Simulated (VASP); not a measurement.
The system is LaMnAs3.

```
La As Mn
1.0
     4.57390    0.00000    0.00000
     0.00000    4.57390    0.00000
     0.00000    0.00000    4.57390
La As Mn
1 3 1
Direct
  0.00000 0.00000 0.00000
  0.50000 0.50000 0.00000
  0.00000 0.50000 0.50000
  0.50000 0.00000 0.50000
  0.50000 0.50000 0.50000
```

The cell was built by a generator and needn't be a form met in nature.

Base run:

| Quantity | Value |
| --- | --- |
| Program | VASP 6.6.1 |
| Functional | PBE |
| Potentials or basis | VASP PAW PBE potentials, release 64 (La, As, Mn_pv) |
| Cutoff | 520 eV |
| k mesh | 4 × 4 × 4 |
| Occupations | fermi-dirac, width 0.1 eV |
| Spin | no spin polarisation |

Its results: band gap on the k mesh none (metal or under the smearing width); pressure 10.5 GPa.

Task: The run is repeated on the same cell with these changes: further incar settings from ALGO = Normal; EDIFF = 1e-06; NBANDS = 28 to ALGO = Fast; EDIFF = 1e-06; NBANDS = 28; hubbard terms from none to La f U = 5.0 eV. What comes out?

Result: Band gap on the k mesh none (metal or under the smearing width); pressure 11.8 GPa.

Caveats: U without spin polarisation on a metal has little footing (some runs); the U is typed as a test and isn't derived for this compound (some runs).
